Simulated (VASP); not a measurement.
Crystal: PmSe.

```xyz
2
Lattice="0.0000 3.2232 3.2232 3.2232 0.0000 3.2232 3.2232 3.2232 0.0000" Properties=species:S:1:pos:R:3 pbc="T T T"
Pm    0.0000    0.0000    0.0000
Se    1.6116    1.6116    1.6116
```

The cell comes from a database or a generator and needn't be the stable form of this composition.

Base run:

| Quantity | Value |
| --- | --- |
| Program | VASP 6.6.1 |
| Functional | LDA |
| Potentials or basis | VASP PAW PBE potentials, release 64 (Pm, Se) |
| Cutoff | 520 eV |
| k mesh | 5 × 5 × 5 |
| Occupations | gaussian, width 0.05 eV |
| Spin | no spin polarisation |
| Hubbard terms | Pm f U = 4 eV |

Its results: band gap on the k mesh none (metal or under the smearing width); pressure -0.3 GPa.

Task: The run is repeated on the same cell with these changes: spin from no spin polarisation to collinear spin, zero start; further incar settings from ALGO = Normal; EDIFF = 1e-06; NBANDS = 18 to ALGO = Normal; EDIFF = 1e-07. What comes out?

Result: Band gap on the k mesh none (metal or under the smearing width); pressure 2.1 GPa; net moment -4.87 μB per cell; site moments Pm -4.43; Se +0.04 μB.

Caveats: the PAW data sets were made with another functional, which shifts forces and pressure a little; U without spin polarisation on a metal has little footing (some runs); the magnetic or orbital state may not be the lowest (some runs); spin-orbit coupling is left out, which moves the levels of the heavy elements (some runs).

Not every run made on this cell is shown here.
